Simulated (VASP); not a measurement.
The system is PtS2.

```
Pt S
1.0
     3.54320    0.00000    0.00000
    -1.77160    3.06850    0.00000
     0.00000    0.00000    5.03880
Pt S
1 2
Direct
  0.00000 0.00000 0.00000
  0.33333 0.66667 0.22700
  0.66667 0.33333 0.77300
```

```yaml
Program: VASP 6.6.1
Task: relaxation of cell and atoms
Functional: PBEsol
Potentials_or_basis: VASP PAW PBE potentials, release 64 (Pt, S)
Cutoff: 600 eV
k_mesh: 9 × 9 × 5
Occupations: gaussian, width 0.03 eV
Spin: no spin polarisation
```

At the start: pressure 6.2 GPa; volume 18.26 Å³/atom.

**Question.** Where does the relaxation end?

**Answer.** Over 27 steps the energy falls by 22.4 meV/atom and the volume is 17.68 Å³/atom (-3.2 %); space group P-3m1 (No. 164, to 0.05 Å).

Step by step:
```tsv
step	energy change (eV)	largest force (eV/Å)	pressure (GPa)	volume (Å³)
1	0.0000	0.9301	6.16	54.78
2	0.1062	0.8729	-9.98	60.54
3	-0.0504	0.1994	-0.68	56.75
4	-0.0504	0.2161	-0.50	56.70
5	-0.0573	0.1277	-0.30	56.45
6	-0.0600	0.0343	-0.10	56.19
7	-0.0600	0.0274	-0.11	56.17
8	-0.0603	0.0359	-0.02	56.06
9	-0.0611	0.0655	0.26	55.72
10	-0.0619	0.1229	0.83	55.04
11	-0.0619	0.1516	1.14	54.71
12	-0.0619	0.1509	1.13	54.70
13	-0.0620	0.1502	1.15	54.68
14	-0.0622	0.1494	1.15	54.63
15	-0.0625	0.1476	1.12	54.54
16	-0.0630	0.1446	1.11	54.36
17	-0.0641	0.1397	1.07	54.00
18	-0.0654	0.1311	1.04	53.27
19	-0.0642	0.1192	1.18	51.79
20	-0.0655	0.1331	1.15	52.68
21	-0.0666	0.0844	0.61	52.85
22	-0.0669	0.0134	-0.43	53.20
23	-0.0670	0.0220	-0.03	53.07
24	-0.0670	0.0205	-0.05	53.08
25	-0.0670	0.0178	-0.06	53.07
26	-0.0671	0.0101	-0.05	53.06
27	-0.0671	0.0056	-0.02	53.05
```

Final structure:
```
CELL_PARAMETERS angstrom
3.56641 0.00000 0.00000
-1.78320 3.08860 0.00000
0.00000 0.00000 4.81572
ATOMIC_POSITIONS crystal
Pt 0.00000 0.00000 0.00000
S 0.33333 0.66667 0.24886
S 0.66667 0.33333 0.75113
```

Caveat: the PAW data sets were made with another functional, which shifts forces and pressure a little.
